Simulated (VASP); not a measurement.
The system is Rh.

```xyz
1
Lattice="0.0000 1.8900 1.8900 1.8900 0.0000 1.8900 1.8900 1.8900 0.0000" Properties=species:S:1:pos:R:3 pbc="T T T"
Rh    0.0000    0.0000    0.0000
```

The cell was built by a generator and needn't be a form met in nature.

```yaml
Program: VASP 6.6.1
Task: relaxation of cell and atoms
Functional: PBE
Potentials_or_basis: VASP PAW PBE potentials, release 64 (Rh_pv)
Cutoff: 600 eV
k_mesh: 18 × 18 × 18
Occupations: methfessel-paxton, width 0.1 eV
Spin: no spin polarisation
```

At the start: pressure 11.1 GPa; volume 13.50 Å³/atom.

Q: Where does the relaxation end?

A: Over 4 steps the energy falls by 17.6 meV/atom and the volume is 14.04 Å³/atom (+4.0 %); space group Fm-3m (No. 225, to 0.05 Å).

The path:
| step | energy change (eV) | largest force (eV/Å) | pressure (GPa) | volume (Å³) |
| --- | --- | --- | --- | --- |
| 1 | 0.0000 | 0.0000 | 11.06 | 13.50 |
| 2 | 0.0713 | 0.0000 | -18.81 | 15.41 |
| 3 | -0.0176 | 0.0000 | -0.34 | 14.05 |
| 4 | -0.0176 | 0.0000 | -0.02 | 14.04 |

Final structure:
```cif
data_structure
_symmetry_space_group_name_H-M 'P 1'
_symmetry_Int_Tables_number 1
_cell_length_a 2.7076
_cell_length_b 2.7076
_cell_length_c 2.7076
_cell_angle_alpha 60.000
_cell_angle_beta 60.000
_cell_angle_gamma 60.000
_cell_volume 14.04
loop_
_atom_site_label
_atom_site_type_symbol
_atom_site_fract_x
_atom_site_fract_y
_atom_site_fract_z
_atom_site_occupancy
Rh1 Rh 0.00000 0.00000 0.00000 1
```
